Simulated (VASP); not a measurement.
# Bulk modulus and pressure derivative of fcc Pd at LDA, from stress-tensor pressure and from energy against Eulerian strain

A common rule of thumb sets B0′, the pressure derivative of the bulk modulus, to 4 when only B0 is known. Fcc palladium at LDA puts it to the test, with both quantities taken once from the stress tensor and once from the energy.

The application is a palladium foil as pressure marker in a press, where pressure is read from the shortening of the cubic cell edge. The brief, a free choice, asks for a calibration point at no more than 12 GPa, with the edge shortened by at least 0.5 % and the two pressure routes within 15 % of each other. Among the points that pass, the one with the smallest relative disagreement is preferred. Strain and shortening are counted from the fitted energy minimum at 14.1594 Å³ per atom, with compression positive.

## Set-up

One crystal, Pd (fcc) (known phase), at LDA: single-point runs on uniformly scaled copies of a cell relaxed at LDA; symmetry fixes shape and positions. Program: VASP 6.6.1, plane waves and PAW (data sets made for LDA of release 64), scalar-relativistic without spin-orbit coupling, no spin polarisation. Cutoff 400 eV; on the k meshes the divisions times the cell-vector length are 26 Å or more. Occupations: first-order Methfessel-Paxton smearing of 0.2 eV.

Notes on method and selection:

- Third-order Birch-Murnaghan: P = 3·B0·f·(1 + 2f)^(5/2)·[1 + (3/2)(B0′ − 4)·f]. The fit to the energies of these runs gives B0 = 227.3 GPa and B0′ = 5.25.
- Static lattice. The pressure from the stress tensor and the slope of the energy need not agree exactly at a finite cutoff and mesh.
- A measured value is attached only where its sources agree among themselves; tables made before the last selection also left out values far from the computed one, as likely another phase or mode.
- Series whose points a third-order Birch-Murnaghan form does not fit, or whose B0′ lies outside 2 to 8, were left out.
- Crystals whose pressure at the fitted V0 departs from zero by more than 0.6 % of B0 plus 0.1 GPa, and layered compounds, were left out.
- Runs that did not converge, have known faults or may not be shown are not listed, and runs on Ansatz's PAW sets soft_1 and soft_2 are kept to separate tables.

Columns:

- Eulerian strain: Eulerian strain f = ½[(V0/V)^(2/3) − 1] with the fitted V0 = 14.1594 Å³ per atom, compression positive.
- fitted bulk modulus (GPa): bulk modulus at that volume from the third-order Birch-Murnaghan fit to the energies.
- volume (Å³): volume per atom.
- pressure (GPa): pressure from the stress tensor, compression positive.
- energy (meV/atom): energy per atom above the lowest point, extrapolated to zero smearing.

Input lines of one member:

```
PREC = Accurate
ENCUT = 400
EDIFF = 1E-06
NELM = 100
ISMEAR = 1
SIGMA = 0.2
LREAL = .FALSE.
ALGO = Normal
GGA = CA
NBANDS = 11
LASPH = .TRUE.
LORBIT = 11
ISIF = 2
```

Command (options for logging and memory left out): `vasp_std`

## Results

| member | Eulerian strain | fitted bulk modulus (GPa) | volume (Å³) | pressure (GPa) | energy (meV/atom) |
| --- | --- | --- | --- | --- | --- |
| V = 14.975 Å³ | −0.01833 | 167.4 | 14.9751 | −11.46 | 29.64 |
| V = 14.693 Å³ | −0.01217 | 186.2 | 14.6926 | −8.12 | 13.14 |
| V = 14.410 Å³ | −0.00581 | 207.0 | 14.4100 | −4.33 | 3.06 |
| V = 14.127 Å³ | 0.00075 | 230.0 | 14.1275 | −0.01 | 0.00 |
| V = 13.845 Å³ | 0.00754 | 255.3 | 13.8449 | 4.88 | 5.17 |
| V = 13.562 Å³ | 0.01457 | 283.3 | 13.5624 | 10.44 | 19.52 |
| V = 13.280 Å³ | 0.02184 | 314.4 | 13.2798 | 16.75 | 44.27 |

Least-squares fits to the whole series, with x = Eulerian strain; R² and errors in the fitted variable (y, or ln y where the fit is in ln y):

| y | members | fit | R² | rms residual | leave-one-out rms | the same for the mean of the others |
| --- | --- | --- | --- | --- | --- | --- |
| pressure (GPa) | 7 | y = −0.5354 + 684.1 x + 4870 x² | 1.00 | 0.020 | 0.053 | 11 |
| energy (meV/atom) | 7 | y = −0.07215 + 34.76 x + 90950 x² | 1.00 | 0.20 | 0.52 | 17 |

## The trend and its physics

From the largest to the smallest volume the stress-tensor pressure rises from −11.46 to 16.75 GPa, faster than linearly in the strain f. With the fit written as P = c + a·f + b·f², the modulus at f = 0 is a/3 and B0′ = (2/3)(1 + b/a). This gives 684.1 / 3 = 228.0 GPa and (2/3) × (1 + 4870 / 684.1) = 5.41. The Birch-Murnaghan fit to the energies gives 227.3 GPa and 5.25.

The moduli agree within 0.3 %. The derivatives differ by 0.16. The parabola in f leaves out the cubic term of the Birch-Murnaghan pressure, and B0′ rests on the curvature, where hundredths of a GPa count: a change of 0.05 GPa at f = 0.02 alters b by 0.05 / 0.02² = 125, and B0′ by (2/3) × 125 / 684.1 = 0.12. The parabola fitted to the energies is no help here, since it has no cubic term to carry B0′ away from 4.

Both routes contradict the rule of thumb. Over the whole series the modulus from the energy fit gains (314.4 − 167.4) / (16.75 + 11.46) = 5.21 GPa per GPa of stress-tensor pressure. Between neighbouring rows this ratio falls steadily, from (186.2 − 167.4) / (11.46 − 8.12) = 5.63 at the expanded end to (314.4 − 283.3) / (16.75 − 10.44) = 4.93 at the compressed end, and so stays above 4 throughout.

A simple model shows what a larger B0′ means. For an attraction varying as r⁻ᵐ and a repulsion as r⁻ⁿ, B0′ = 2 + (m + n)/3. The value 4 requires m + n = 6, whereas 5.25 requires 3 × (5.25 − 2) = 9.75, so the energy of Pd varies more steeply with distance than the rule assumes. The 4d shell is the probable source: d–d coupling falls off roughly as the fifth power of distance and the repulsion between nearly filled shells is steeper still, while the kinetic energy of nearly free electrons goes only as the inverse square.

## Departures from the trend

Largest departures from the fit to the whole series:

| member | pressure (GPa) | fit | computed − fit | in rms residuals |
| --- | --- | --- | --- | --- |
| V = 13.562 Å³ | 10.44 | 10.47 | −0.03 | 1.3 |
| V = 13.280 Å³ | 16.75 | 16.73 | +0.02 | 1.1 |
| V = 14.975 Å³ | −11.46 | −11.44 | −0.02 | 1.1 |
| V = 14.693 Å³ | −8.12 | −8.14 | +0.02 | 1.0 |

No row leaves the pressure fit by more than 0.03 GPa. The oddity is common to all seven. At V = 14.127 Å³ the stress tensor gives −0.01 GPa, although this volume is already smaller than that of the energy minimum. The Birch-Murnaghan pressure, 3·B0·f·(1 + 2f)^(5/2)·[1 + (3/2)(B0′ − 4)·f] with 227.3 GPa and 5.25, is 0.51 GPa there. Over the series the stress tensor lies below this curve by roughly 0.5 GPa.

The sign is that of Pulay stress. At fixed cutoff a larger cell holds more plane waves, which lowers its energy a little further and makes the energy slope more expansive; the stress tensor misses this contribution. A relaxation at the same settings supports this: it kept the plane waves of its larger starting cell and ended lower in energy than the fresh run at nearly the same volume, by about as much as the offset requires. A series at a higher cutoff, the direct test, is not among the rows. Smearing is not the cause. The stress belongs to the free energy at finite width, while the energies are extrapolated to zero width, but the gap between these two energies changes so little with volume that it shifts the pressure by far less than the offset, and in the opposite direction. Because the offset is nearly constant, it hardly affects B0, while pressures near zero need the correction.

## Meeting the brief

The edge shortening is 1 − (1 + 2f)^(−1/2). The three expanded rows have no shortening, and V = 14.127 Å³ reaches only 0.07 %, which leaves three candidates.

- V = 13.845 Å³: the edge is about 0.75 % shorter. The pressure is 4.88 GPa from the stress tensor and 5.41 GPa from the energy fit, a disagreement of 0.53 / 5.41 = 9.8 %. It passes.
- V = 13.562 Å³: the edge is about 1.4 % shorter. The pressures are 10.44 and 10.97 GPa, a disagreement of 0.53 / 10.97 = 4.8 %. It passes.
- V = 13.280 Å³: the edge is 2.1 % shorter. The pressures are 16.75 GPa from the stress tensor and 3 × 227.3 × 0.02184 × (1 + 2 × 0.02184)^(5/2) × (1 + (3/2) × (5.25 − 4) × 0.02184) = 17.25 GPa from the energy fit, both above the limit of 12 GPa. It fails.

The pick is V = 13.562 Å³, with V = 13.845 Å³ as runner-up. For the energy-fit pressure of the pick, the numbers are 3 × 227.3 × 0.01457 × (1 + 2 × 0.01457)^(5/2) × (1 + (3/2) × (5.25 − 4) × 0.01457) = 10.97 GPa.

In use, the marker turns an error in the edge into an error in pressure through ΔP = 3·B·Δa/a, with B the modulus at that volume. An edge misread by 0.1 % costs 3 × 283.3 × 0.001 = 0.85 GPa at the pick, or 8 % of the pressure. At the runner-up it costs 3 × 255.3 × 0.001 = 0.77 GPa, or 14 %. The more compressed point is therefore also the better one to read.

LDA makes late 4d metals too stiff, by roughly 10 to 20 % in the bulk modulus, so the pressure at a given relative shortening is too high by a similar fraction. Dividing by 1.15 brings the pick to 10.97 / 1.15 = 9.5 GPa and the excluded row to 17.25 / 1.15 = 15.0 GPa. Neither crosses the limit, and the selection stands.

A different press would overturn it. With a limit of 10 GPa on the computed pressures the runner-up takes over; with a limit of 18 GPa V = 13.280 Å³ wins, its disagreement being (17.25 − 16.75) / 17.25 = 2.9 %.

## Summary

Between 13.28 and 14.98 Å³ per atom, both routes give B0 near 228 GPa, with B0′ of 5.25 from the energies and 5.41 from the stress tensor. Setting B0′ to 4 with the same B0 lowers the energy-fit pressure at the smallest volume from 17.25 GPa to 3 × 227.3 × 0.02184 × (1 + 2 × 0.02184)^(5/2) = 16.57 GPa, or by 4 %.

Two omitted effects exceed the 0.5 GPa between the routes. Lattice vibrations at room temperature add roughly 2 GPa of outward pressure and soften the crystal by roughly 5 %. Exchange and correlation beyond LDA would lengthen the edge by roughly 1 %; at a given absolute edge length the LDA pressure is therefore too low by about 3 × 227.3 × 0.01 ≈ 7 GPa, which is why the marker should be read by relative shortening.

[Logs are printed without paths, hosts, clocks, repeated set-up lines and the standing remarks that a program may print on its own settings, such as how far it seeks lower states.]
